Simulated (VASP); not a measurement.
Output of a VASP run:

OUTCAR:
```
 ion  position               nearest neighbor table
   1  0.000  0.000  0.000-
  LATTYP: Found a body centered tetragonal cell.
 ALAT       =     3.2066774394
 C/A-ratio  =     1.5792229769
 Subroutine PRICEL returns:
 Original cell was already a primitive cell.
 Subroutine GETGRP returns: Found 16 space group operations
The static configuration has the point symmetry D_4h.
The dynamic configuration has the point symmetry D_4h.
 Subroutine INISYM returns: Found 16 space group operations
 Subroutine IBZKPT returns following result:
 Found    480 irreducible k-points:

 Following reciprocal coordinates:
            Coordinates               Weight
  0.000000  0.000000  0.000000      1.000000
  0.055556 -0.000000  0.000000      8.000000
  0.111111 -0.000000  0.000000      8.000000
  0.166667  0.000000  0.000000      8.000000
  0.222222 -0.000000  0.000000      8.000000
  0.277778  0.000000 -0.000000      8.000000
  0.333333 -0.000000  0.000000      8.000000
  0.388889  0.000000 -0.000000      8.000000
  0.444444 -0.000000  0.000000      8.000000
  0.500000  0.000000 -0.000000      4.000000
  0.055556  0.055556  0.000000      8.000000
  0.111111  0.055556  0.000000     16.000000
  0.166667  0.055556  0.000000     16.000000
  0.222222  0.055556 -0.000000     16.000000
  0.277778  0.055556  0.000000     16.000000
  0.333333  0.055556  0.000000     16.000000
  0.388889  0.055556 -0.000000     16.000000
  0.444444  0.055556 -0.000000     16.000000
  0.500000  0.055556  0.000000     16.000000
 -0.444444  0.055556  0.000000     16.000000
 -0.388889  0.055556  0.000000     16.000000
 -0.333333  0.055556 -0.000000     16.000000
 -0.277778  0.055556  0.000000     16.000000
 -0.222222  0.055556  0.000000     16.000000
 -0.166667  0.055556 -0.000000     16.000000
 -0.111111  0.055556 -0.000000     16.000000
 -0.055556  0.055556  0.000000      4.000000
  0.111111  0.111111  0.000000      8.000000
  0.166667  0.111111  0.000000     16.000000
  0.222222  0.111111  0.000000     16.000000
  0.277778  0.111111  0.000000     16.000000
  0.333333  0.111111  0.000000     16.000000
  0.388889  0.111111 -0.000000     16.000000
  0.444444  0.111111 -0.000000     16.000000
  0.500000  0.111111  0.000000     16.000000
 -0.444444  0.111111  0.000000     16.000000
 -0.388889  0.111111 -0.000000     16.000000
 -0.333333  0.111111 -0.000000     16.000000
 -0.277778  0.111111  0.000000     16.000000
 -0.222222  0.111111  0.000000     16.000000
   k-points           NKPTS =    480   k-points in BZ     NKDIM =    480   number of bands    NBANDS=     10
   number of dos      NEDOS =    601   number of ions     NIONS =      1
   total plane-waves  NPLWV =  21952
   dimension x,y,z NGX =    28 NGY =   28 NGZ =   28
   dimension x,y,z NGXF=    56 NGYF=   56 NGZF=   56
   ions per type =               1
   PREC   = accura    normal or accurate (medium, high low for compatibility)
   ISTART =      0    job   : 0-new  1-cont  2-samecut
   ICHARG =      2    charge: 1-file 2-atom 10-const
   ISPIN  =      1    spin polarized calculation?
   LNONCOLLINEAR =      F non collinear calculations
   LSORBIT =      F    spin-orbit coupling
   INIWAV =      1    electr: 0-lowe 1-rand  2-diag
   ENCUT  =  520.0 eV  38.22 Ry    6.18 a.u.   6.32  6.32  6.32*2*pi/ulx,y,z
   NELM   =    100;   NELMIN=  2; NELMDL= -5     # of ELM steps
   EDIFF  = 0.1E-06   stopping-criterion for ELM
   LREAL  =      F    real-space projection
   NLSPLINE    = F    spline interpolate recip. space projectors
   LMAXMIX     =    4 max onsite mixed and CHGCAR
   VOSKOWN=      0    Vosko Wilk Nusair interpolation
   EDIFFG = 0.1E-05   stopping-criterion for IOM
   NSW    =      0    number of steps for IOM
   NBLOCK =      1;   KBLOCK =      1    inner block; outer block
   IBRION =     -1    ionic relax: 0-MD 1-quasi-New 2-CG
...
```

**OSZICAR**
```
       N       E                     dE             d eps       ncg     rms          rms(c)
DAV:   1     0.396872400911E+02    0.39687E+02   -0.66633E+03  9648   0.168E+03
DAV:   2    -0.327818037043E+02   -0.72469E+02   -0.71627E+02  9748   0.295E+02
DAV:   3    -0.355581497367E+02   -0.27763E+01   -0.27669E+01 11182   0.668E+01
DAV:   4    -0.356235738606E+02   -0.65424E-01   -0.65411E-01 12464   0.103E+01
DAV:   5    -0.356263892222E+02   -0.28154E-02   -0.28154E-02 12050   0.170E+00    0.236E+00
DAV:   6    -0.331193656017E+02    0.25070E+01   -0.14960E+00 10834   0.309E+01    0.124E+00
DAV:   7    -0.332778835492E+02   -0.15852E+00   -0.20642E-01  9662   0.912E+00    0.964E-01
DAV:   8    -0.332946440076E+02   -0.16760E-01   -0.17489E-01  9652   0.454E+00    0.320E-01
DAV:   9    -0.333030028819E+02   -0.83589E-02   -0.96674E-02  9652   0.329E+00    0.305E-01
DAV:  10    -0.333050725839E+02   -0.20697E-02   -0.67743E-03 11060   0.909E-01    0.289E-01
DAV:  11    -0.333036068579E+02    0.14657E-02   -0.69606E-04 10202   0.318E-01    0.422E-01
DAV:  12    -0.333066570862E+02   -0.30502E-02   -0.68851E-03  9754   0.122E+00    0.407E-02
DAV:  13    -0.333069022475E+02   -0.24516E-03   -0.33848E-04 12230   0.190E-01    0.554E-02
DAV:  14    -0.333069490810E+02   -0.46833E-04   -0.27647E-05 11564   0.571E-02    0.575E-02
DAV:  15    -0.333069532287E+02   -0.41477E-05   -0.67691E-06 10132   0.316E-02    0.583E-02
DAV:  16    -0.333070435528E+02   -0.90324E-04   -0.65007E-05  9796   0.109E-01    0.946E-03
DAV:  17    -0.333070572773E+02   -0.13724E-04   -0.23651E-05 10180   0.521E-02    0.743E-03
DAV:  18    -0.333070552712E+02    0.20061E-05   -0.40624E-06 10372   0.205E-02    0.404E-03
DAV:  19    -0.333070584222E+02   -0.31510E-05   -0.64229E-06  9726   0.288E-02    0.837E-03
DAV:  20    -0.333070547386E+02    0.36836E-05   -0.54584E-06  9960   0.234E-02    0.668E-03
DAV:  21    -0.333070557294E+02   -0.99082E-06   -0.24176E-07 10352   0.535E-03    0.529E-03
DAV:  22    -0.333070540506E+02    0.16788E-05   -0.59504E-07  9956   0.107E-02    0.279E-03
DAV:  23    -0.333070547141E+02   -0.66346E-06   -0.56911E-08  5780   0.284E-03    0.865E-04
DAV:  24    -0.333070547332E+02   -0.19146E-07   -0.99864E-09  4994   0.135E-03
   1 F= -.33307055E+02 E0= -.33307055E+02  d E =0.000000E+00
       N       E                     dE             ncg
```

### OUTCAR
```
------------------------ aborting loop because EDIFF is reached ----------------------------------------
  FORCE on cell =-STRESS in cart. coord.  units (eV):
  Direction    XX          YY          ZZ          XY          YZ          ZX
  --------------------------------------------------------------------------------------
  Total       -0.0157694     -0.0157694      0.0574478      0.0000000     -0.0000000      0.0000000
  in kB       -0.9703903     -0.9703903      3.5351247      0.0000000     -0.0000000      0.0000000
  external PRESSURE =       0.5314481 kB  Pullay stress =       0.0000000 kB
  volume of cell :       26.04
      direct lattice vectors                 reciprocal lattice vectors
    -1.603338720  1.603338720  2.532029346     0.000000000  0.311849264  0.197470065
     1.603338720 -1.603338720  2.532029346     0.311849264  0.000000000  0.197470065
     1.603338720  1.603338720 -2.532029346     0.311849264  0.311849264  0.000000000
 POSITION                                       TOTAL-FORCE (eV/Angst)
 -----------------------------------------------------------------------------------
      0.00000      0.00000      0.00000         0.000000      0.000000      0.000000
 -----------------------------------------------------------------------------------
    total drift:                                0.000000     -0.000000     -0.000000
  FREE ENERGIE OF THE ION-ELECTRON SYSTEM (eV)
  ---------------------------------------------------
  free  energy   TOTEN  =       -33.3070547332 eV

  energy  without entropy=      -33.3070547332  energy(sigma->0) =      -33.30705473

 total charge

# of ion       s       p       d       tot
------------------------------------------
    1        0.987   0.531   9.845  11.363
```
(Selected blocks of OUTCAR.)

File POSCAR:
```
In
1
   -1.6033387197     1.6033387197     2.5320293459
    1.6033387197    -1.6033387197     2.5320293459
    1.6033387197     1.6033387197    -2.5320293459
In
1
Direct
  0.0000000000   0.0000000000   0.0000000000
```

### Question
Write an INCAR and KPOINTS that could have produced this output.

### Answer
One answer among several that fit: the input of the run itself, SCAN meta-GGA, plane waves, VASP's PBE PAW potentials (set 64).

### INCAR
```
ALGO = Normal
EDIFF = 1E-7
ENCUT = 520
ISIF = 2
ISMEAR = -5
LASPH = T
LCHARG = F
LMAXMIX = 4
LMIXTAU = T
LORBIT = 11
LREAL = F
LWAVE = F
METAGGA = SCAN
NEDOS = 601
NELM = 100
PREC = Accurate
SYSTEM = In
```

### KPOINTS
```
Automatic
0
G
18 18 18
0 0 0
```

### KPOINTS_OPT
```
k-points along high-symmetry lines
6
Line-mode
Reciprocal
  0.000000   0.000000   0.000000 ! GAMMA
 -0.000000   0.000000   0.500000 ! X

 -0.000000   0.000000   0.500000 ! X
  0.250000   0.250000   0.250000 ! P

  0.250000   0.250000   0.250000 ! P
  0.000000   0.500000  -0.000000 ! N

  0.000000   0.500000  -0.000000 ! N
  0.000000   0.000000   0.000000 ! GAMMA

  0.000000   0.000000   0.000000 ! GAMMA
  0.500000   0.500000  -0.500000 ! M

  0.500000   0.500000  -0.500000 ! M
  0.357770   0.642230  -0.357770 ! S

 -0.357770   0.357770   0.357770 ! S_0
  0.000000   0.000000   0.000000 ! GAMMA

 -0.000000   0.000000   0.500000 ! X
 -0.215539   0.215539   0.500000 ! R

  0.500000   0.500000  -0.215539 ! G
  0.500000   0.500000  -0.500000 ! M
```

POTCAR, in this order: In_d (PBE.64 set). Program: vasp_std.

For a metal the tetrahedron method with Blöchl corrections gives inexact stress and forces.

The compound is In in the bct structure. It was relaxed first.
